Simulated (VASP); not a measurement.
Wanted: the native input for a VASP 6.6.1 run.

```yaml
Task: single point
Functional: PBE
Potentials_or_basis: VASP PAW PBE potentials, release 64 (In_d, Sb, N)
Cutoff: 520 eV
k_mesh: 6 × 6 × 6
Occupations: gaussian, width 0.1 eV
Spin: no spin polarisation
Dipole_correction: no
Further_INCAR_settings: ALGO = Normal; EDIFF = 1e-06; NBANDS = 24
```

The structure of InSb3N lies in POSCAR:

```
InSb3N
1.0
    4.8381323944      0.0000000000      0.0000000000
    0.0000000000      4.8381323944      0.0000000000
    0.0000000000      0.0000000000      4.8381323944
In Sb N
1 3 1
Direct
    0.0000000000      0.0000000000      0.0000000000
    0.5000000000      0.5000000000      0.0000000000
    0.0000000000      0.5000000000      0.5000000000
    0.5000000000      0.0000000000      0.5000000000
    0.5000000000      0.5000000000      0.5000000000
```

The cell comes from a database or a generator and needn't be the stable form of this composition.

These files were run (other wordings do the same):

INCAR

```
PREC = Accurate
ENCUT = 520
EDIFF = 1E-6
ISMEAR = 0
SIGMA = 0.1
LREAL = F
LASPH = T
NELM = 100
ALGO = Normal
ISIF = 2
LWAVE = F
LCHARG = F
GGA = PE
NBANDS = 24
```

KPOINTS

```
regular mesh
0
Gamma
  6 6 6
```

Potentials or basis: VASP PAW PBE potentials, release 64 (In_d, Sb, N).

Run with:

```bash
$ cat potpaw_PBE.64/In_d/POTCAR potpaw_PBE.64/Sb/POTCAR potpaw_PBE.64/N/POTCAR > POTCAR
$ mpirun -np 1 vasp_std > vasp.out
```

Results of the run:

```json
{
 "Pressure": "0.1 GPa",
 "Band gap on the k mesh": "none (metal or under the smearing width)"
}
```

It took 33 s on 1 thread of Intel(R) Xeon(R) Platinum 8559C (Emerald Rapids) (shared host), peak memory 0.23 GiB.
